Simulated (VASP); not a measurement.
Here is the system:

```
Ge
1.0
    0.00000     2.82900     2.82900
    2.82900     0.00000     2.82900
    2.82900     2.82900     0.00000
Ge
2
Cartesian
  0.00000   0.00000   0.00000
  1.41450   1.41450   1.41450
```

These are LDA (Ceperley-Alder, Perdew-Zunger), VASP's LDA PAW potentials (set 64) (plane waves; VASP 6.6.1) values and carry that method's errors. Run with 520 eV cut-off, 7×7×7 Γ-centred mesh, Gaussian smearing of 0.050 eV, potentials Ge_d.

### Question
The ions, cell shape and volume are relaxed. Which structure does the run end with?

### Answer

```
Ge
1.0
    0.00000     2.81158     2.81158
    2.81158     0.00000     2.81158
    2.81158     2.81158     0.00000
Ge
2
Direct
  0.00000   0.00000   0.00000
  0.25000   0.25000   0.25000
```
Space group Fd-3m (227), at a tolerance of 0.03 Å.

### Question
How do energy and volume change from the first to the last step?

### Answer
The energy (σ→0) changes by -1.4 meV/atom and the volume by -1.8 %, in 3 ionic steps.

The compound is Ge in the diamond structure. This run relaxes it. Symmetry was kept, so distortions that lower it aren't found.
